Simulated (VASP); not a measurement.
Computed with PBE GGA, VASP's PBE PAW potentials (set 64) (plane waves; VASP).

VASP ran on this input.

### POSCAR
```
PdIn
1.0
  3.2500000000   0.0000000000   0.0000000000
  0.0000000000   3.2500000000   0.0000000000
  0.0000000000   0.0000000000   3.2500000000
In Pd
1 1
Cart
  1.6250000000   1.6250000000   1.6250000000
  0.0000000000   0.0000000000   0.0000000000
```

### INCAR
```
! general
SYSTEM   =  PdIn
PREC     =  Accurate
ENCUT    =  480   ! plane-wave cut-off (eV)
LREAL    =  .False.
LASPH    =  .True.

! electronic loop
EDIFF    =  1E-6   ! SCF stop (eV)
NELM     =  100
ALGO     =  Normal   ! blocked Davidson
LMAXMIX  =  4   ! l cut-off of mixed one-centre charges

! smearing
ISMEAR   =  1   ! Methfessel-Paxton
SIGMA    =  0.1

! functional
GGA      =  PE

! ions
IBRION   =  2
NSW      =  60   ! most ionic steps
ISIF     =  3
EDIFFG   =  -0.01

! output
LWAVE    =  .False.
LCHARG   =  .False.
```

File KPOINTS:
```
Automatic mesh
0
Gamma
10 10 10
0 0 0
```

POTCAR, in this order: In_d Pd (PBE.64 set). Program: vasp_std.

What VASP printed:

### OSZICAR
```
       N       E                     dE             d eps       ncg     rms          rms(c)
DAV:   1     0.159078680013E+03    0.15908E+03   -0.11076E+04  1688   0.190E+03
DAV:   2    -0.173085344965E+01   -0.16081E+03   -0.15693E+03  1771   0.399E+02
DAV:   3    -0.880562348021E+01   -0.70748E+01   -0.70498E+01  2065   0.915E+01
DAV:   4    -0.892130964509E+01   -0.11569E+00   -0.11565E+00  2080   0.112E+01
DAV:   5    -0.892662704131E+01   -0.53174E-02   -0.53174E-02  2495   0.212E+00    0.685E+00
DAV:   6    -0.875308359089E+01    0.17354E+00   -0.42763E-01  2009   0.100E+01    0.325E+00
DAV:   7    -0.871696178633E+01    0.36122E-01   -0.74264E-02  2194   0.544E+00    0.142E+00
DAV:   8    -0.871019086995E+01    0.67709E-02   -0.19753E-02  1946   0.145E+00    0.393E-01
DAV:   9    -0.870946257776E+01    0.72829E-03   -0.19309E-03  2163   0.792E-01    0.533E-02
DAV:  10    -0.870946770436E+01   -0.51266E-05   -0.49958E-05  2226   0.118E-01    0.230E-02
DAV:  11    -0.870946892991E+01   -0.12256E-05   -0.47192E-06  2002   0.242E-02    0.323E-03
DAV:  12    -0.870946931279E+01   -0.38288E-06   -0.33354E-07  1092   0.638E-03
   1 F= -.87094693E+01 E0= -.87089639E+01  d E =-.870947E+01
       N       E                     dE             d eps       ncg     rms          rms(c)
DAV:   1    -0.118439431142E+02   -0.31345E+01   -0.71330E+01  1757   0.163E+02    0.117E+01
DAV:   2    -0.909687422379E+01    0.27471E+01   -0.11756E+01  1680   0.459E+01    0.480E+00
DAV:   3    -0.879207958981E+01    0.30479E+00   -0.97005E-01  2215   0.159E+01    0.241E+00
DAV:   4    -0.872414852131E+01    0.67931E-01   -0.22621E-01  2434   0.823E+00    0.122E+00
DAV:   5    -0.872010222614E+01    0.40463E-02   -0.88816E-03  1813   0.106E+00    0.638E-01
DAV:   6    -0.871864280316E+01    0.14594E-02   -0.26383E-03  1913   0.412E-01    0.802E-02
DAV:   7    -0.871865933119E+01   -0.16528E-04   -0.85685E-05  2585   0.108E-01    0.359E-02
DAV:   8    -0.871866109268E+01   -0.17615E-05   -0.35429E-06  1897   0.206E-02    0.797E-03
DAV:   9    -0.871866094985E+01    0.14284E-06   -0.15296E-07   994   0.533E-03
   2 F= -.87186609E+01 E0= -.87189176E+01  d E =-.919164E-02
       N       E                     dE             d eps       ncg     rms          rms(c)
DAV:   1    -0.952309240137E+01   -0.80443E+00   -0.15468E+01  1764   0.645E+01    0.631E+00
DAV:   2    -0.885142567857E+01    0.67167E+00   -0.35882E+00  1687   0.244E+01    0.203E+00
DAV:   3    -0.876100877180E+01    0.90417E-01   -0.33665E-01  2169   0.975E+00    0.774E-01
DAV:   4    -0.874866283480E+01    0.12346E-01   -0.37046E-02  2467   0.333E+00    0.838E-01
DAV:   5    -0.874812969823E+01    0.53314E-03   -0.79044E-04  1792   0.282E-01    0.611E-01
DAV:   6    -0.874755095328E+01    0.57874E-03   -0.14954E-03  1983   0.364E-01    0.390E-02
DAV:   7    -0.874755385046E+01   -0.28972E-05   -0.38797E-05  2167   0.651E-02    0.228E-02
DAV:   8    -0.874755558039E+01   -0.17299E-05   -0.25628E-06  1896   0.196E-02    0.584E-03
DAV:   9    -0.874755594445E+01   -0.36407E-06   -0.17466E-07   952   0.517E-03
   3 F= -.87475559E+01 E0= -.87473359E+01  d E =-.380866E-01
```

OUTCAR:
```
------------------------ aborting loop because EDIFF is reached ----------------------------------------
  FORCE on cell =-STRESS in cart. coord.  units (eV):
  Direction    XX          YY          ZZ          XY          YZ          ZX
  --------------------------------------------------------------------------------------
  Total       -0.0026515     -0.0026515     -0.0026515     -0.0000000      0.0000000     -0.0000000
  in kB       -0.1171995     -0.1171995     -0.1171995     -0.0000000      0.0000000     -0.0000000
  external PRESSURE =      -0.1171995 kB  Pullay stress =       0.0000000 kB
  volume of cell :       36.25
      direct lattice vectors                 reciprocal lattice vectors
     3.309464585  0.000000000 -0.000000000     0.302163681  0.000000000 -0.000000000
    -0.000000000  3.309464585  0.000000000     0.000000000  0.302163681  0.000000000
     0.000000000  0.000000000  3.309464585     0.000000000  0.000000000  0.302163681
 POSITION                                       TOTAL-FORCE (eV/Angst)
 -----------------------------------------------------------------------------------
      1.65473      1.65473      1.65473        -0.000000      0.000000      0.000000
      0.00000      0.00000      0.00000         0.000000      0.000000      0.000000
 -----------------------------------------------------------------------------------
    total drift:                                0.000000      0.000000     -0.000000
  FREE ENERGIE OF THE ION-ELECTRON SYSTEM (eV)
  ---------------------------------------------------
  free  energy   TOTEN  =        -8.7475559445 eV

  energy  without entropy=       -8.7468957945  energy(sigma->0) =       -8.74733589

 reached required accuracy - stopping structural energy minimisation
```
(Selected blocks of OUTCAR.)

CONTCAR:
```
PdIn
   1.00000000000000
     3.3094645845261641    0.0000000000000000   -0.0000000000000000
    -0.0000000000000000    3.3094645845261641    0.0000000000000000
     0.0000000000000000    0.0000000000000000    3.3094645845261641
  In              Pd
     1     1
Direct
     0.5000000000000000    0.5000000000000000    0.5000000000000000
     0.0000000000000000    0.0000000000000000    0.0000000000000000
```

Energy and stress use the plane-wave basis of the starting cell.

The compound is PdIn in the CsCl type structure. This run relaxes it. Symmetry was kept, so distortions that lower it aren't found. The electron count is odd and the run is not spin-polarised, which forces a metal.
